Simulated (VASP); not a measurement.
# MgS (Niningerite): from the relaxed cell to its vibrations, part 2 of 2

What lattice, stiffness and vibrations does MgS (Niningerite) have at one level of theory? The starting structure is a measured crystal structure from the Crystallography Open Database. All runs use PBEsol.

VASP 6.6.1.

So far. Step 3 (Elastic constants): The elastic tensor has C11 = 154.7, C12 = 41.5, C44 = 54.4 GPa; its Hill averages are a bulk modulus of 79.2 and a shear modulus of 55.3 GPa. Step 4 (Modes of the relaxed cell): The zone-centre modes at 17.350 Å³ an atom are T1u 244.5 cm⁻¹.

### Step 5. Modes at 0.97 of that volume

Level of this step: PBEsol; plane waves and PAW (S, Mg) (VASP).

Shape and positions were first relaxed at this volume, in a run that isn't shown.

INCAR reads:

```
SYSTEM = MgS
PREC = Accurate
ENCUT = 500
EDIFF = 1E-08
NELM = 100
ISMEAR = 0
SIGMA = 0.03
LREAL = .FALSE.
ALGO = Normal
GGA = PS
NBANDS = 10
LORBIT = 11
LWAVE = .FALSE.
LCHARG = .FALSE.
KPAR = 4
IBRION = 8
LEPSILON = .TRUE.
LPEAD = .TRUE.
ISIF = 2
```

POSCAR reads:

```
MgS
1.0
    0.0000000000      2.5626345353      2.5626345353
    2.5626345353      0.0000000000      2.5626345353
    2.5626345353      2.5626345353      0.0000000000
S Mg
1 1
Direct
    0.5000000000      0.5000000000      0.5000000000
    0.0000000000      0.0000000000      0.0000000000
```

KPOINTS reads:

```
Automatic mesh
0
Gamma
14 14 14
0 0 0
```

The projector-augmented-wave data sets are S and Mg (PBE family, release 64).

The run is started by

```
> mpirun -np 4 vasp_std
```

Output:

```text
[... set-up lines as in an earlier step ...]
 entering main loop
       N       E                     dE             d eps       ncg     rms          rms(c)
DAV:   1     0.203936118002E+02    0.20394E+02   -0.36489E+03  2176   0.636E+02
DAV:   2    -0.824383402041E+01   -0.28637E+02   -0.27358E+02  2648   0.103E+02
DAV:   3    -0.941735226617E+01   -0.11735E+01   -0.11722E+01  2600   0.231E+01
DAV:   4    -0.942350735720E+01   -0.61551E-02   -0.61544E-02  2552   0.195E+00
[...]
DAV:  12    -0.906676216663E+01    0.18669E-06   -0.26092E-07  2494   0.297E-03    0.246E-03
DAV:  13    -0.906676211901E+01    0.47619E-07   -0.26262E-08  1800   0.758E-04    0.143E-04
DAV:  14    -0.906676211374E+01    0.52711E-08   -0.71131E-10  1204   0.214E-04
   1 F= -.90667621E+01 E0= -.90667621E+01  d E =-.108183E-15
 Linear response reoptimize wavefunctions to high precision
DAV:   1    -0.906676211508E+01   -0.13445E-08   -0.66981E-11  1286   0.573E-05
DAV:   2    -0.906676211511E+01   -0.26205E-10   -0.57213E-12  1180   0.189E-05
 Linear response to external field (no local field effect), progress :
[...]
RMM:  13    -0.105977786267E+00   -0.46010E-08   -0.77277E-08  7566   0.224E-05    0.141E-06
 first order change of Fermi-energy   0.11608E-01
 force on displaced ion       1 direction 1 :  -3.577   0.000   0.000
 Born effective charge ion    1 direction 1 :  -2.273   0.000   0.000
 Linear response progress:
  Degree of freedom:   2/  2
       N       E                     dE             d eps       ncg     rms          rms(c)
RMM:   1    -0.207329436233E-02   -0.20733E-02   -0.22719E-03  9159   0.399E-01
RMM:   2    -0.185741553099E-02    0.21588E-03   -0.22473E-04  7613   0.971E-02    0.497E-02
RMM:   3    -0.182050070193E-02    0.36915E-04   -0.34191E-05  7943   0.304E-02    0.283E-02
RMM:   4    -0.182491183753E-02   -0.44111E-05   -0.14748E-05  7909   0.205E-02    0.801E-03
[...]
RMM:   8    -0.182269470778E-02   -0.29817E-07   -0.52433E-10  8368   0.118E-04    0.240E-05
RMM:   9    -0.182273492907E-02   -0.40221E-07   -0.15438E-11  8537   0.281E-05    0.291E-06
RMM:  10    -0.182273699456E-02   -0.20655E-08    0.29436E-11  8820   0.599E-06    0.710E-07
 first order change of Fermi-energy  -0.99907E-02
 force on displaced ion       2 direction 1 :  -3.581   0.000   0.000
 Born effective charge ion    2 direction 1 :   2.273   0.000   0.000
 Born effective charges drift removed
 Linear response finished
```

Wall time 2.1 min (4 MPI ranks of Intel Xeon 6975P-C (Granite Rapids), shared host); peak memory 2 GiB.

Parts of OUTCAR (step 5):

```text
  Total        0.5380665      0.5380665      0.5380665      0.0000000      0.0000000      0.0000000
  in kB       25.6127696     25.6127696     25.6127696      0.0000000      0.0000000      0.0000000
  external PRESSURE =      25.6127696 kB  Pullay stress =       0.0000000 kB

 POSITION                                       TOTAL-FORCE (eV/Angst)
 -----------------------------------------------------------------------------------
      2.56263      2.56263      2.56263        -0.000000     -0.000000     -0.000000
      0.00000      0.00000      0.00000         0.000000      0.000000      0.000000
 -----------------------------------------------------------------------------------
    total drift:                                0.000000      0.000000      0.000000

 MACROSCOPIC STATIC DIELECTRIC TENSOR (including local field effects in DFT)
 ------------------------------------------------------
           5.477208    -0.000000     0.000000
           0.000000     5.477208    -0.000000
           0.000000     0.000000     5.477208
 ------------------------------------------------------

 MACROSCOPIC STATIC DIELECTRIC TENSOR IONIC CONTRIBUTION
 ------------------------------------------------------
           7.761601     0.000000     0.000000
           0.000000     7.761601    -0.000000
           0.000000    -0.000000     7.761601
 ------------------------------------------------------

[... 1 part as in an earlier step ...]

[... 1 further part left out ...]
```

The log as kept lacks single lines of electronic cycles.

The zone-centre modes at 16.829 Å³ an atom are T1u 265.3 cm⁻¹.

### Step 6. Modes at 1.03 of that volume

Shape and positions were first relaxed at this volume, in a run that isn't shown.

INCAR is that of step 5.

POSCAR reads:

```
MgS
1.0
    0.0000000000      2.6144188819      2.6144188819
    2.6144188819      0.0000000000      2.6144188819
    2.6144188819      2.6144188819      0.0000000000
S Mg
1 1
Direct
    0.5000000000      0.5000000000      0.5000000000
    0.0000000000      0.0000000000      0.0000000000
```

KPOINTS is that of step 5.

The run is started by

```
> mpirun -np 4 vasp_std
```

Output:

```text
[... set-up lines as in an earlier step ...]
 entering main loop
       N       E                     dE             d eps       ncg     rms          rms(c)
DAV:   1     0.201671834146E+02    0.20167E+02   -0.35309E+03  2168   0.629E+02
DAV:   2    -0.818842501218E+01   -0.28356E+02   -0.26937E+02  2688   0.102E+02
DAV:   3    -0.943602508961E+01   -0.12476E+01   -0.12455E+01  2528   0.235E+01
DAV:   4    -0.944360991353E+01   -0.75848E-02   -0.75839E-02  2508   0.215E+00
[...]
DAV:  12    -0.906811621097E+01    0.14186E-06   -0.93925E-08  2488   0.180E-03    0.709E-03
DAV:  13    -0.906811606349E+01    0.14749E-06   -0.13046E-07  2300   0.166E-03    0.169E-04
DAV:  14    -0.906811606786E+01   -0.43689E-08   -0.14233E-09  1198   0.277E-04
   1 F= -.90681161E+01 E0= -.90681161E+01  d E =-.161114E-13
 Linear response reoptimize wavefunctions to high precision
DAV:   1    -0.906811606469E+01    0.31647E-08   -0.97136E-11  1332   0.827E-05
DAV:   2    -0.906811606470E+01   -0.86402E-11   -0.12368E-11  1174   0.277E-05
 Linear response to external field (no local field effect), progress :
[...]
RMM:  13    -0.106161660101E+00   -0.49563E-08    0.46402E-08  6359   0.261E-05    0.438E-07
 first order change of Fermi-energy   0.27347E+00
 force on displaced ion       1 direction 1 :  -2.559   0.000   0.000
 Born effective charge ion    1 direction 1 :  -2.329   0.000   0.000
 Linear response progress:
  Degree of freedom:   2/  2
       N       E                     dE             d eps       ncg     rms          rms(c)
RMM:   1    -0.196917777511E-02   -0.19692E-02   -0.22708E-03  8948   0.384E-01
RMM:   2    -0.176345864787E-02    0.20572E-03   -0.21678E-04  7574   0.949E-02    0.475E-02
RMM:   3    -0.172945751907E-02    0.34001E-04   -0.29784E-05  7890   0.284E-02    0.276E-02
RMM:   4    -0.173022285438E-02   -0.76534E-06   -0.13611E-05  7847   0.197E-02    0.760E-03
[...]
RMM:   8    -0.172547152626E-02   -0.36608E-07   -0.62803E-10  8378   0.127E-04    0.263E-05
RMM:   9    -0.172551703000E-02   -0.45504E-07   -0.41043E-11  8493   0.318E-05    0.304E-06
RMM:  10    -0.172551897236E-02   -0.19424E-08   -0.30553E-11  8883   0.702E-06    0.854E-07
 first order change of Fermi-energy  -0.24050E+00
 force on displaced ion       2 direction 1 :  -2.556   0.000   0.000
 Born effective charge ion    2 direction 1 :   2.329   0.000   0.000
 Born effective charges drift removed
 Linear response finished
```

Run time: 1.9 min. Hardware: 4 MPI ranks; peak memory 2 GiB.

Parts of OUTCAR (step 6):

```text
  Total       -0.4908950     -0.4908950     -0.4908950      0.0000000      0.0000000     -0.0000000
  in kB      -22.0061284    -22.0061284    -22.0061284      0.0000000      0.0000000     -0.0000000
  external PRESSURE =     -22.0061284 kB  Pullay stress =       0.0000000 kB

 POSITION                                       TOTAL-FORCE (eV/Angst)
 -----------------------------------------------------------------------------------
      2.61442      2.61442      2.61442         0.000000      0.000000     -0.000000
      0.00000      0.00000      0.00000        -0.000000     -0.000000      0.000000
 -----------------------------------------------------------------------------------
    total drift:                                0.000000      0.000000      0.000000

 MACROSCOPIC STATIC DIELECTRIC TENSOR (including local field effects in DFT)
 ------------------------------------------------------
           5.475792    -0.000000     0.000000
           0.000000     5.475792     0.000000
          -0.000000    -0.000000     5.475792
 ------------------------------------------------------

 MACROSCOPIC STATIC DIELECTRIC TENSOR IONIC CONTRIBUTION
 ------------------------------------------------------
          10.737575    -0.000000    -0.000000
          -0.000000    10.737575    -0.000000
          -0.000000    -0.000000    10.737575
 ------------------------------------------------------

[... 1 part as in an earlier step ...]

[... 1 further part left out ...]
```

The zone-centre modes at 17.870 Å³ an atom are T1u 224.3 cm⁻¹.

### Step 7. The runs compared

```
                         run  volume (Å³/atom)    T1u  core minutes
                  relaxation             17.35      -         0.267
           elastic constants             17.35      -           6.2
   modes of the relaxed cell             17.35  244.5          7.67
modes at 0.97 of that volume            16.829  265.3           8.4
modes at 1.03 of that volume             17.87  224.3           7.6
```

Modes are in cm⁻¹, degenerate ones as one, matched by symmetry and order. A number in brackets counts the listed modes of one symmetry from the lowest. The symmetry labels come from an automatic analysis and can be wrong where levels nearly coincide. Core minutes are wall time times ranks of the run shown, on a shared host.

### Step 8. Results

```
relaxed volume                : 17.35 Å³/atom
bulk modulus from two volumes : 79.1 GPa
Hill shear modulus            : 55.3 GPa
mode T1u                      : 244.5 cm⁻¹
Grüneisen parameter of T1u    : 2.80
```

**Reading.** At the PBEsol level MgS (Niningerite) relaxes to 17.35 Å³ an atom. The bulk modulus is 79.1 GPa from the pressures at two volumes and 79.2 GPa as the Hill average of the elastic tensor, so the two routes agree. The mode Grüneisen parameters, from the cells at 0.97 and 1.03 of the volume, come to 2.80 (T1u). The dielectric constants and Born charges in the logs aren't compared here; at a small gap they can be far off, and in a run without a gap they mean nothing. The frequencies are harmonic, and the splitting of polar modes by their long-range field is left out. All values are for a static lattice. Further runs on this material are not shown.

[Lines on the potential files, build, host, timing and source positions are cut from VASP's logs without a mark.]

[Logs are printed without paths, hosts, clocks, repeated set-up lines and the standing remarks that a program may print on its own settings, such as how far it seeks lower states.]

[Hosts, paths, dates, database ids (printed as entryN), source tags and the programs' standing remarks are cut or masked in the printed files.]
